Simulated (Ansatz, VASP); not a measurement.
## SbBr in VASP and in Ansatz

```xyz
2
Lattice="3.7684 0.0000 0.0000 0.0000 3.7684 0.0000 0.0000 0.0000 3.7684" Properties=species:S:1:pos:R:3 pbc="T T T"
Sb    0.0000    0.0000    0.0000
Br    1.8842    1.8842    1.8842
```

Alike in both runs: functional PBE; k mesh 4 × 4 × 4; occupations gaussian, width 0.1 eV; no spin polarisation.

Ansatz relaxed the structure, and its values are those at the end. VASP's run is a single point on that final structure, the one shown.

|  | VASP | Ansatz |
| --- | --- | --- |
| version | VASP 6.6.1 | Ansatz 0.2.0 |
| potentials or method | VASP PAW PBE potentials, release 64 (Sb, Br) | scalar-relativistic, plane waves, PAW |
| plane-wave cutoff (eV) | 520 | 420 |
| valence electrons in the cell | 12 | 22 |

|  | VASP | Ansatz | Ansatz less VASP |
| --- | --- | --- | --- |
| gap on the k mesh at the Fermi level (eV) | none | none | - |
| pressure (GPa) | 0.0 | 0.1 | +0.14 |

A gap of «none» marks a metal or a gap that the smearing closes. The two sets of potentials don't hold the same shells in valence.

Caveats: the k mesh is coarse (spacing up to 0.42 Å⁻¹), so the values aren't converged. Spin-orbit coupling is left out, which matters for the levels of Sb.
